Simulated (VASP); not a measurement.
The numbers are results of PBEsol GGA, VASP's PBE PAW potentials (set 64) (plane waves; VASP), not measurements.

VASP input:

**POSCAR**
```
WS2
1.0
  1.5741990119   0.9088641489   6.3512987437
 -1.5741990119   0.9088641489   6.3512987437
  0.0000000000  -1.8177282978   6.3512987437
W S
1 2
Cartesian
  0.0000000000  -0.0000000000   0.0131410702
  0.0000000000   0.0000000000   4.7969974275
 -0.0000000000   0.0000000000   7.9312019139
```

### KPOINTS
```
Automatic mesh
0
Gamma
7 7 7
0 0 0
```

### INCAR
```
ALGO=Normal
EDIFF=1E-6
EDIFFG=-0.02
ENCUT=400
GGA=PS
IBRION=2
ISIF=3
ISMEAR=0
LASPH=.True.
LCHARG=.False.
LMAXMIX=6
LREAL=.False.
LWAVE=.False.
NELM=100
NSW=60
PREC=Accurate
SIGMA=0.05
SYSTEM=WS2
```

POTCAR, in this order: W_sv S (PBE.64 set). Program: vasp_std.

Problem. What will the output report for the number of irreducible k-points (NKPTS), number of bands (NBANDS), largest plane-wave count, number of space-group operations, FFT grid (NGX, NGY, NGZ)?

Solution. 
| Quantity | Result |
|---|---|
| number of irreducible k-points (NKPTS) | 44 |
| number of bands (NBANDS) | 17 |
| largest plane-wave count | 1005 |
| number of space-group operations | 6 |
| FFT grid (NGX, NGY, NGZ) | 48 × 48 × 48 |

The structure comes from a measured WS2 entry (R3m) of the Crystallography Open Database, whose conditions weren't checked. It was relaxed first. The start is the result of an earlier pass.
